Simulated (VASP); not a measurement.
The input files of a VASP run:

File POSCAR:
```
CoSi2
1
    0.0000000000     2.6800000000     2.6800000000
    2.6800000000     0.0000000000     2.6800000000
    2.6800000000     2.6800000000     0.0000000000
Co Si
1 2
Direct
 -0.0056670000   0.0082000000  -0.0017540000
  0.2388090000   0.2334040000   0.2703990000
  0.7668570000   0.7583960000   0.7313550000
```

**INCAR**
```
SYSTEM = CoSi2
PREC = Accurate
ENCUT = 300
EDIFF = 1E-6
NELM = 100
ALGO = Normal
LREAL = .FALSE.
LASPH = .TRUE.
ISMEAR = 0
SIGMA = 0.1
LMAXMIX = 4
LWAVE = .FALSE.
LCHARG = .FALSE.
ISIF = 2
```

KPOINTS:
```
Automatic mesh
0
Gamma
6 6 6
0 0 0
```

POTCAR, in this order: Co Si (LDA.64 set). Program: vasp_std.

### Question
Write an equivalent input for Ansatz.

### Answer
One equivalent input (not run):
Ansatz 0.2 input:
```yaml
crystal:
  lattice:
    - [0.0000000, 2.6800000, 2.6800000]
    - [2.6800000, 0.0000000, 2.6800000]
    - [2.6800000, 2.6800000, 0.0000000]
  atoms:
    - { symbol: Co, position: [-0.0056670, 0.0082000, -0.0017540] }
    - { symbol: Si, position: [0.2388090, 0.2334040, 0.2703990] }
    - { symbol: Si, position: [0.7668570, 0.7583960, 0.7313550] }
kpoints:
  mp_grid: { grid: [6, 6, 6] }
hamiltonian:
  xc: lda
  pseudopotentials: { kind: paw }
scf:
  occupations: { method: gaussian, width: 0.1 }
  max_iter: 100
output: { forces: true, stress: true, eigenvalues: true }
```
Limits of the translation: each code has its own PAW files, so the cut-off isn't converted (ENCUT is set for VASP's; basis.ecutwfc is left out, and Ansatz then takes the one that its files recommend); Ansatz stops its SCF on the density residual and VASP on the energy change (EDIFF); Ansatz's lda is the Perdew-Wang form, while the LDA potentials of VASP carry Perdew-Zunger's.

The structure is a typed CoSi2 crystal. The cell was not relaxed at this level, atoms are displaced from their ideal sites. The k-mesh is coarse (spacing up to 0.34 per Å, 2π included), so the numbers may not be converged in it.
